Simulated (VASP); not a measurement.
```
FeB
1.0
    1.30604    -3.62566     0.00000
    1.30604     3.62566     0.00000
    0.00000     0.00000     3.12692
Fe B
2 2
Direct
  0.86020   0.13980   0.75000
  0.13980   0.86020   0.25000
  0.57591   0.42409   0.75000
  0.42409   0.57591   0.25000
```

Calculation: LDA (Ceperley-Alder, Perdew-Zunger) with spin-orbit coupling, VASP's LDA PAW potentials (set 64) (plane waves; VASP 6.6.1). Numerical set-up: 520 eV cut-off, 11×11×9 Γ-centred mesh, Gaussian smearing of 0.050 eV, potentials Fe B.

Estimate the energy per atom (σ→0), band gap (over mesh and band path) with the smallest direct gap where there is one.

```json
{
  "band gap (over mesh and band path)": "none (metal, semimetal or under 0.01 eV)",
  "energy per atom (σ→0)": "-854.9 kJ/mol of atoms"
}
```

Total energies compare only between runs with the same potentials, cut-off and functional.

The structure comes from a computed database's FeB entry (Cmcm); how it stands against other phases isn't given here. It was relaxed first, which changed the volume by -8 %.
